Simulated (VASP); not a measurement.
InSb:

```
In Sb
1.0
     0.00000    3.23910    3.23910
     3.23910    0.00000    3.23910
     3.23910    3.23910    0.00000
In Sb
1 1
Direct
  0.00000 0.00000 0.00000
  0.25000 0.25000 0.25000
```

Base run:

| Quantity | Value |
| --- | --- |
| Program | VASP 6.6.1 |
| Functional | PBEsol |
| Potentials or basis | VASP PAW PBE potentials, release 64 (In_d, Sb) |
| Cutoff | 520 eV |
| k mesh | 6 × 6 × 6 |
| Occupations | gaussian, width 0.03 eV |
| Spin | no spin polarisation |

Its results: band gap on the k mesh none (metal or under the smearing width); pressure 0.9 GPa.

Task: The run is repeated on the same cell with these changes: functional from PBEsol to LDA; potentials or basis from VASP PAW PBE potentials, release 64 (In_d, Sb) to VASP PAW LDA potentials, release 64 (In_d, Sb). What comes out?

Result: Band gap on the k mesh none (metal or under the smearing width); pressure -0.4 GPa.

Caveats: this crystal is a semiconductor, whose small gap the functional closes, so the metal is an error of the method; the PAW data sets were made with another functional, which shifts forces and pressure a little (some runs).

Not every run made on this cell is shown here.
